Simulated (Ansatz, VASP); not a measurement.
# W2NCl2 (W2NCl2 MXene monolayer): VASP beside Ansatz, part 2 of 2

Wanted: the spread between two codes on one cell, functional and k mesh. Of the first pair: The structure shown is the start of the Ansatz relaxation below; VASP solves that cell, so the two are compared at the walk's first step.

VASP 6.6.1 and Ansatz 0.2.0.

So far: The starting structure; Ansatz: relaxation, PBE with D3(BJ).

### 3. VASP: single point, PBE with D3(BJ), start cell, pair 1

Level of this step: PBE with D3(BJ), zero-moment start; plane waves and PAW (Cl, W, N) (VASP).

The same cell, functional, mesh and smearing now go to VASP, with its own data sets.

Lines of VASP's logs that name or quote its potential files are left out, and so is its time.

INCAR

```
SYSTEM = W2NCl2
PREC = Accurate
ENCUT = 520
EDIFF = 1E-06
NELM = 200
ISMEAR = -1
SIGMA = 0.05
LREAL = .FALSE.
ALGO = Normal
GGA = PE
IVDW = 12
NBANDS = 24
ISPIN = 2
MAGMOM = -0 -0 0 0 -0
LASPH = .TRUE.
LMAXMIX = 4
LORBIT = 11
LWAVE = .FALSE.
LCHARG = .FALSE.
ISIF = 2
LDIPOL = .TRUE.
IDIPOL = 3
DIPOL = 0.5 0.5 0.5
LVHAR = .TRUE.
GGA_COMPAT = .FALSE.
NELMDL = -8
KPAR = 2
```

POSCAR

```
W2NCl2
1.0
    3.0539080000      0.0000000000      0.0000000000
   -1.5269540000      2.6447620000      0.0000000000
    0.0000000000      0.0000000000     42.7923370000
Cl W N
2 2 1
Direct
    0.3333333333      0.6666666667      0.4311519607
    0.6666666667      0.3333333333      0.5688480393
    0.6666666667      0.3333333333      0.4718409747
    0.3333333333      0.6666666667      0.5281590253
    0.0000000000      0.0000000000      0.5000000000
```

KPOINTS

```
Automatic mesh
0
Gamma
12 12 1
0 0 0
```

PAW data sets: Cl, W and N (PBE family, release 64).

Command:

```bash
mpirun -np 2 vasp_std
```

Numbers of over 12 decimals in the logs are rounded to 6 here.

What it wrote:

```text
[banner, memory and clock lines left out]
running    2 mpi-ranks, on    1 nodes
 distrk:  each k-point on    1 cores,    2 groups
 distr:  one band on    1 cores,    1 groups

 POSCAR found type information on POSCAR ClW N
 POSCAR found :  3 types and       5 ions
 LDA part: xc-table for (Slater+PW92), standard interpolation
 POSCAR, INCAR and KPOINTS ok, starting setup
 FFT: planning ... GRIDC
 FFT: planning ... GRID_SOFT
 FFT: planning ... GRID
 WAVECAR not read
 entering main loop
       N       E                     dE             d eps       ncg     rms          rms(c)
DAV:   1     0.278677451852E+03    0.27868E+03   -0.10345E+04  1856   0.932E+02
DAV:   2     0.238299896961E+01   -0.27629E+03   -0.26100E+03  2952   0.208E+02
DAV:   3    -0.398407223501E+02   -0.42224E+02   -0.41053E+02  2432   0.966E+01
DAV:   4    -0.412500543071E+02   -0.14093E+01   -0.13890E+01  2592   0.213E+01
DAV:   5    -0.412799762851E+02   -0.29922E-01   -0.29732E-01  2360   0.276E+00
DAV:   6    -0.412807881911E+02   -0.81191E-03   -0.81158E-03  2616   0.473E-01
DAV:   7    -0.412808123391E+02   -0.24148E-04   -0.24147E-04  2440   0.768E-02
DAV:   8    -0.412808132607E+02   -0.92163E-06   -0.92168E-06  2560   0.152E-02    0.417E+01
DAV:   9    -0.375629643902E+02    0.37178E+01   -0.15491E+01  2592   0.239E+01    0.171E+01
DAV:  10    -0.373721576474E+02    0.19081E+00   -0.18355E+00  2280   0.113E+01    0.987E+00
DAV:  11    -0.372868830144E+02    0.85275E-01   -0.55276E-01  2472   0.491E+00    0.108E+00
DAV:  12    -0.372788378650E+02    0.80451E-02   -0.11062E-01  2432   0.191E+00    0.513E-01
DAV:  13    -0.372780606470E+02    0.77722E-03   -0.57154E-03  2472   0.546E-01    0.256E-01
DAV:  14    -0.372772519027E+02    0.80874E-03   -0.31512E-03  2256   0.292E-01    0.124E-01
[...]
DAV:  20    -0.372774808243E+02   -0.42541E-04   -0.23588E-06  1944   0.538E-03    0.682E-03
DAV:  21    -0.372775140472E+02   -0.33223E-04   -0.30228E-06  2024   0.479E-03    0.611E-03
DAV:  22    -0.372775281549E+02   -0.14108E-04   -0.39084E-07  1744   0.250E-03    0.478E-03
DAV:  23    -0.372775438830E+02   -0.15728E-04   -0.33974E-07  1616   0.180E-03    0.173E-03
DAV:  24    -0.372775508456E+02   -0.69625E-05   -0.16553E-07  1680   0.129E-03    0.842E-04
DAV:  25    -0.372775557761E+02   -0.49305E-05   -0.18687E-07  1624   0.176E-03    0.935E-04
DAV:  26    -0.372775573605E+02   -0.15844E-05   -0.80251E-08  1600   0.117E-03    0.996E-04
DAV:  27    -0.372775578419E+02   -0.48138E-06   -0.27718E-08  1536   0.500E-04
   1 F= -.38978977E+02 E0= -.38964464E+02  d E =-.290264E-01  mag=     0.0000
```

Parts of OUTCAR (step 3):

```text
ion  position               nearest neighbor table
   1  0.333  0.667  0.431-   3 2.48   3 2.48   3 2.48
   2  0.667  0.333  0.569-   4 2.48   4 2.48   4 2.48
   3  0.667  0.333  0.472-   5 2.14   5 2.14   5 2.14   1 2.48   1 2.48   1 2.48   4 2.99   4 2.99
                             4 2.99
   4  0.333  0.667  0.528-   5 2.14   5 2.14   5 2.14   2 2.48   2 2.48   2 2.48   3 2.99   3 2.99
                             3 2.99
   5  0.000  0.000  0.500-   3 2.14   4 2.14   3 2.14   4 2.14   3 2.14   4 2.14

  LATTYP: Found a hexagonal cell.
 ALAT       =     3.0539080000
 C/A-ratio  =    14.0123202795

 Subroutine GETGRP returns: Found 12 space group operations
 (whereof 12 operations were pure point group operations)

The static configuration has the point symmetry D_3d.

 Found     19 irreducible k-points:

   k-points           NKPTS =     19   k-points in BZ     NKDIM =     19   number of bands    NBANDS=     24

   dimension x,y,z NGX =    24 NGY =   24 NGZ =  320
   dimension x,y,z NGXF=    48 NGYF=   48 NGZF=  640

   ENCUT  =  520.0 eV  38.22 Ry    6.18 a.u.   5.68  5.68 79.57*2*pi/ulx,y,z

   NELECT =      31.0000    total number of electrons

 k-points in reciprocal lattice and weights: Automatic mesh
   0.00000000  0.00000000  0.00000000       0.007
   0.08333333  0.00000000  0.00000000       0.042
   0.16666667  0.00000000  0.00000000       0.042
   0.25000000 -0.00000000  0.00000000       0.042
   0.33333333 -0.00000000  0.00000000       0.042
   0.41666667  0.00000000  0.00000000       0.042
   0.50000000 -0.00000000  0.00000000       0.021
   0.08333333  0.08333333  0.00000000       0.042
   0.16666667  0.08333333  0.00000000       0.083
[...]
0.33333333  0.25000000  0.00000000       0.083
   0.33333333  0.33333333  0.00000000       0.014

 dipolmoment           0.000000      0.000000     -0.000000 electrons x Angstroem

 average (electrostatic) potential at core
       1 -99.3721       2 -99.3721       3 -48.1599       4 -48.1599       5 -72.3770

 E-fermi :  -1.1145

 spin component 1
 k-point     1 :       0.0000    0.0000    0.0000
  band No.  band energies     occupation
    ...
     14      -3.4292      1.00000
     15      -3.4292      1.00000
     16      -1.5198      0.99970
     17      -1.2718      0.95871
     18      -1.2718      0.95871
     19      -1.0230      0.13828
     20      -1.0230      0.13828
     21       0.2655      0.00000
     22       1.8180      0.00000
     23       2.1503      0.00000
    ...

 k-point     2 :       0.0833    0.0000    0.0000
  band No.  band energies     occupation
    ...
     14      -3.4806      1.00000
     15      -3.1846      1.00000
     16      -1.5374      0.99979
     17      -1.3987      0.99661
     18      -1.1306      0.57992
     19      -0.9374      0.02813
     20      -0.6812      0.00017
     21       0.5822      0.00000
     22       1.9994      0.00000
     23       2.1175      0.00000
    ...

 k-point     3 :       0.1667    0.0000    0.0000
  band No.  band energies     occupation
    ...
     13      -4.5162      1.00000
     14      -3.2545      1.00000
     15      -2.6700      1.00000
     16      -1.6951      0.99999
     17      -1.4840      0.99938
     18      -0.9357      0.02724
     19      -0.5392      0.00001
     20       0.2635      0.00000
     21       1.0019      0.00000
     22       2.1652      0.00000
    ...

 k-point     4 :       0.2500   -0.0000    0.0000
  band No.  band energies     occupation
    ...
     13      -5.2251      1.00000
     14      -2.6557      1.00000
     15      -1.9481      1.00000
     16      -1.8844      1.00000
     17      -1.2810      0.96541
     18      -0.6721      0.00014
     19      -0.0286      0.00000
     20       1.1502      0.00000
     21       1.2954      0.00000
     22       2.7875      0.00000
    ...

 k-point     5 :       0.3333   -0.0000    0.0000
  band No.  band energies     occupation
    ...
     11      -6.3295      1.00000
     12      -5.8478      1.00000
     13      -5.8130      1.00000
     14      -2.1109      1.00000
     15      -1.7672      1.00000
     16      -1.0941      0.39950
     17      -0.7705      0.00103
     18      -0.2205      0.00000
     19       0.3645      0.00000
     20       1.5509      0.00000
    ...

 k-point     6 :       0.4167    0.0000    0.0000
  band No.  band energies     occupation
    ...
     10      -7.3151      1.00000
     11      -6.4562      1.00000
     12      -6.1796      1.00000
     13      -5.9027      1.00000
     14      -2.2227      1.00000
     15      -0.7826      0.00131
     16      -0.3299      0.00000
     17      -0.0358      0.00000
     18       0.2050      0.00000
     19       0.7195      0.00000
    ...

 Edisp (eV)   -1.70142

  Total       0.64607     0.64607     8.94069     0.00000     0.00000     0.00000
  in kB       2.99490     2.99490    41.44511     0.00000     0.00000     0.00000
  external pressure =       15.81 kB  Pullay stress =        0.00 kB

  energy-cutoff  :      520.00
  volume of cell :      345.63
      direct lattice vectors                 reciprocal lattice vectors
     3.053908000  0.000000000  0.000000000     0.327449288  0.189052928  0.000000000
    -1.526954000  2.644762000  0.000000000     0.000000000  0.378105856  0.000000000
     0.000000000  0.000000000 42.792337000     0.000000000  0.000000000  0.023368670

 POSITION                                       TOTAL-FORCE (eV/Angst)
 -----------------------------------------------------------------------------------
     -0.00000      1.76317     18.45000        -0.000000      0.000000     -1.153021
      1.52695      0.88159     24.34234         0.000000      0.000000      1.153021
      1.52695      0.88159     20.19118         0.000000      0.000000     -0.913416
     -0.00000      1.76317     22.60116        -0.000000     -0.000000      0.913416
      0.00000      0.00000     21.39617         0.000000      0.000000      0.000000
 -----------------------------------------------------------------------------------
    total drift:                                0.000000     -0.000000     -0.000000

  FREE ENERGIE OF THE ION-ELECTRON SYSTEM (eV)
  ---------------------------------------------------
  free  energy   TOTEN  =       -38.9789773004 eV

  energy  without entropy=      -38.9499509165  energy(sigma->0) =      -38.96446411

 vacuum level on the upper side and lower side of the slab         2.522         2.522

 total charge
# of ion       s       p       d       tot
------------------------------------------
    1        1.611   3.521   0.000   5.132
    2        1.611   3.521   0.000   5.132
    3        0.487   0.615   4.369   5.471
    4        0.487   0.615   4.369   5.471
    5        1.218   2.555   0.000   3.773
--------------------------------------------------
tot          5.415  10.827   8.738  24.980

 magnetization (x)
# of ion       s       p       d       tot
------------------------------------------
    1       -0.000   0.000   0.000   0.000
    2       -0.000   0.000   0.000   0.000
    3        0.000   0.000   0.000   0.000
    4        0.000   0.000   0.000   0.000
    5       -0.000   0.000   0.000  -0.000
--------------------------------------------------
tot         -0.000   0.000   0.000   0.000

[... 3 further parts left out ...]
```

This run allows spin, but its moments start at zero, where symmetry between the spins tends to hold them, although W can carry a moment. Its electron count is odd, so without a moment it is a metal by construction. The data set W keeps the semicore shell frozen, which is cheaper and a little less accurate.

### 4. Side by side

Known differences besides the potentials themselves: Ansatz cuts the interaction across the vacuum, VASP repeats the sheet with a dipole correction; the data sets hold 47 valence electrons in Ansatz (on its default PAW (the set named soft_2) files) and 31 in VASP; the cutoff is 420 eV in Ansatz and 520 eV in VASP. Total energies have different zeros and are not compared.

Forces (eV/Å; atoms numbered as in POSCAR):

| atom | Ansatz x, y, z | VASP x, y, z |
| --- | --- | --- |
| Cl1 | 0.000, 0.000, -1.170 | 0.000, 0.000, -1.153 |
| Cl2 | 0.000, 0.000, 1.170 | 0.000, 0.000, 1.153 |
| W3 | 0.000, 0.000, -0.919 | 0.000, 0.000, -0.913 |
| W4 | 0.000, 0.000, 0.919 | 0.000, 0.000, 0.913 |
| N5 | 0.000, 0.000, 0.000 | 0.000, 0.000, 0.000 |

The forces differ by 6.5 meV/Å r.m.s., which is 1.2 % of the r.m.s. force of 0.537 eV/Å (both taken over all components). Moments aren't recorded for both runs of this pair, so they may hold unlike magnetic states. With vacuum in the cell, a pressure given here is an average over mostly empty space and none of the material.

### 5. Ansatz: relaxation, PBE with D3(BJ)

This run makes the geometry at which the two programs are then compared.

The structure compared here is the end of the Ansatz relaxation.

input.yaml

```yaml
crystal:
  lattice:
    - [3.053908, 0.0, 0.0]
    - [-1.526954, 2.6447619088, 0.0]
    - [0.0, 0.0, 42.7923365952]
  atoms:
    - { symbol: Cl, position: [0.3333333333, 0.6666666667, 0.4311519648] }
    - { symbol: W, position: [0.6666666667, 0.3333333333, 0.471840969], spin: 1.0 }
    - { symbol: "N", position: [0.0, 0.0, 0.5] }
    - { symbol: W, position: [0.3333333333, 0.6666666667, 0.528159031], spin: 1.0 }
    - { symbol: Cl, position: [0.6666666667, 0.3333333333, 0.5688480352] }
  periodic: [true, true, false]
magnetization:
  spin_polarized: true
kpoints:
  mp_grid: { grid: [12, 12, 1] }
hamiltonian:
  xc: pbe
  dispersion: d3bj
scf:
  occupations: { method: fermi_dirac, width: 0.05 }
  convergence: { dr2_threshold: 1.0e-09 }
relax:
  f_tol: 0.004
  max_steps: 90
  cell: {}
output:
  write_potential: true
  write_density: true
  volumetric_format: npy
```

Command:

```bash
ansatz run input.yaml --threads 2 --pin off --max-ram 3072MiB --backend cpu --events-out ev --progress --plain --runs-dir out
```

What it wrote:

```text
[...]
Crystal: 5 atoms, lattice volume = 345.628 Å³
Basis set: ecut = 420 eV, 6707 PW (Γ), exchange–correlation on 48×48×576 points (8 copies of the dense FFT grid, shifted against one another)
Bands: 30, of which v1, the nominal top of the filled ones, is band 24 counted from 1 (23 counted from 0)
[...]
cell:  # Å, volume = 316.5748 Å³
    - [2.922738, 0.0, 0]
    - [-1.461369, 2.531165, 0]
    - [0, 0, 42.7923365952]
  atoms:
    - { symbol: Cl, position: [0.333333, 0.666667, 0.422885] }
    - { symbol: W, position: [0.666667, 0.333333, 0.466574] }
    - { symbol: N, position: [0, 0, 0.5] }
    - { symbol: W, position: [0.333333, 0.666667, 0.533426] }
    - { symbol: Cl, position: [0.666667, 0.333333, 0.577115] }
[key lines of the parts left out:]
SCF converged after 4 iterations
Magnetization: 0.0000 μB (23.5000 up, 23.5000 down)
Free energy (F): -23314.262155 eV
Fermi energy:    -3.883229 eV
P = ½ c Tr σ = 0.0074 N/m
```

### 6. VASP: single point, PBE with D3(BJ), relaxed cell, pair 2

The same cell, functional, mesh and smearing now go to VASP, with its own data sets.

INCAR is that of step 3.

POSCAR

```
W2NCl2
1.0
    2.9227377805      0.0000000000      0.0000000000
   -1.4613688902      2.5311651665      0.0000000000
    0.0000000000      0.0000000000     42.7923365952
Cl W N
2 2 1
Direct
    0.3333333333      0.6666666667      0.4228849925
    0.6666666667      0.3333333333      0.5771150075
    0.6666666667      0.3333333333      0.4665736958
    0.3333333333      0.6666666667      0.5334263042
    0.0000000000      0.0000000000      0.5000000000
```

KPOINTS is that of step 3.

Command:

```bash
mpirun -np 2 vasp_std
```

What it wrote:

```text
[... set-up lines as in an earlier step ...]
 entering main loop
       N       E                     dE             d eps       ncg     rms          rms(c)
DAV:   1     0.274684499636E+03    0.27468E+03   -0.10642E+04  1880   0.947E+02
DAV:   2    -0.426802847318E+00   -0.27511E+03   -0.26070E+03  2896   0.210E+02
DAV:   3    -0.405831958159E+02   -0.40156E+02   -0.39009E+02  2432   0.953E+01
DAV:   4    -0.419234294823E+02   -0.13402E+01   -0.12891E+01  2632   0.205E+01
[...]
DAV:  26    -0.379386412738E+02   -0.23589E-05   -0.70820E-08  1616   0.877E-04    0.523E-04
DAV:  27    -0.379386423832E+02   -0.11094E-05   -0.43885E-08  1648   0.792E-04    0.469E-04
DAV:  28    -0.379386432884E+02   -0.90523E-06   -0.31023E-08  1584   0.591E-04
   1 F= -.39668009E+02 E0= -.39658491E+02  d E =-.190363E-01  mag=    -0.0000
```

OUTCAR, selected parts (step 6):

```text
 Edisp (eV)   -1.72937

  Total      -0.40602    -0.40602    -0.43876    -0.00000    -0.00000    -0.00000
  in kB      -2.05488    -2.05488    -2.22057    -0.00000    -0.00000    -0.00000
  external pressure =       -2.11 kB  Pullay stress =        0.00 kB

 POSITION                                       TOTAL-FORCE (eV/Angst)
 -----------------------------------------------------------------------------------
     -0.00000      1.68744     18.09624        -0.000000     -0.000000      0.054585
      1.46137      0.84372     24.69610         0.000000      0.000000     -0.054585
      1.46137      0.84372     19.96578        -0.000000      0.000000      0.008248
     -0.00000      1.68744     22.82656        -0.000000     -0.000000     -0.008248
      0.00000      0.00000     21.39617        -0.000000      0.000000      0.000000
 -----------------------------------------------------------------------------------
    total drift:                                0.000000     -0.000000     -0.000000

  FREE ENERGIE OF THE ION-ELECTRON SYSTEM (eV)
  ---------------------------------------------------
  free  energy   TOTEN  =       -39.6680092267 eV

  energy  without entropy=      -39.6489729667  energy(sigma->0) =      -39.65849110

 magnetization (x)
# of ion       s       p       d       tot
------------------------------------------
    1        0.000  -0.000   0.000  -0.000
    2        0.000  -0.000   0.000  -0.000
    3        0.000   0.000   0.000   0.000
    4        0.000   0.000   0.000   0.000
    5       -0.000   0.000   0.000   0.000
--------------------------------------------------
tot          0.000  -0.000   0.000   0.000

[... 1 part as in an earlier step ...]

[... 2 further parts left out ...]
[key lines of the parts left out:]
E-fermi :  -1.1704
```

### 7. Side by side

What differs besides the data sets and the points named for the pairs above, as far as they apply: the data sets hold 47 valence electrons in Ansatz (on its default PAW (the set named soft_2) files) and 31 in VASP. Total energies have different zeros and are not compared.

Forces (eV/Å; atoms numbered as in POSCAR):

| atom | Ansatz x, y, z | VASP x, y, z |
| --- | --- | --- |
| Cl1 | 0.000, 0.000, -0.001 | 0.000, 0.000, 0.055 |
| Cl2 | 0.000, 0.000, 0.001 | 0.000, 0.000, -0.055 |
| W3 | 0.000, 0.000, 0.000 | 0.000, 0.000, 0.008 |
| W4 | 0.000, 0.000, 0.000 | 0.000, 0.000, -0.008 |
| N5 | 0.000, 0.000, 0.000 | 0.000, 0.000, 0.000 |

The forces differ by 21 meV/Å r.m.s., where the r.m.s. force is 0.000 eV/Å in Ansatz and 0.020 eV/Å in VASP: the atoms lie near their places of rest in Ansatz, so a percentage would say little (all taken over all components). With vacuum in the cell, a pressure given here is an average over mostly empty space and none of the material.

### 8. What the set-up changes

Further runs change the set-up of one program: Ansatz's method, potentials or start, or VASP's data sets, cutoff or form of LDA. The table gives that difference for each run.

| run | r.m.s. force difference (meV/Å) |
| --- | --- |
| as above | 21 |
| VASP with the data sets Cl, W_sv and N | 18 |

### 9. What came out

```json
{
  "r.m.s. force difference (single point, PBE with D3(BJ), start cell, pair 1)": "1.2 % of the r.m.s. force",
  "r.m.s. force difference (single point, PBE with D3(BJ), relaxed cell, pair 2)": "21 meV/Å"
}
```

In words: The r.m.s. force difference is 21 meV/Å (single point, PBE with D3(BJ), relaxed cell, pair 2), beyond the 12 meV/Å picked in this series as the mark of a large difference. The data sets hold unlike numbers of valence electrons (47 in Ansatz and 31 in VASP), so part of the differences comes from the potentials. For single point, PBE with D3(BJ), relaxed cell, pair 2, no further run moves any of the tabulated differences by more than a quarter of its size. How closely two codes agree says nothing of how well the functional describes the real material.

[Lines on the potential files, build, host, timing and source positions are cut from VASP's logs without a mark.]

[Logs are printed without paths, hosts, clocks, repeated set-up lines and the standing remarks that a program may print on its own settings, such as how far it seeks lower states.]

[Hosts, paths, dates, database ids (printed as entryN), source tags and the programs' standing remarks are cut or masked in the printed files.]
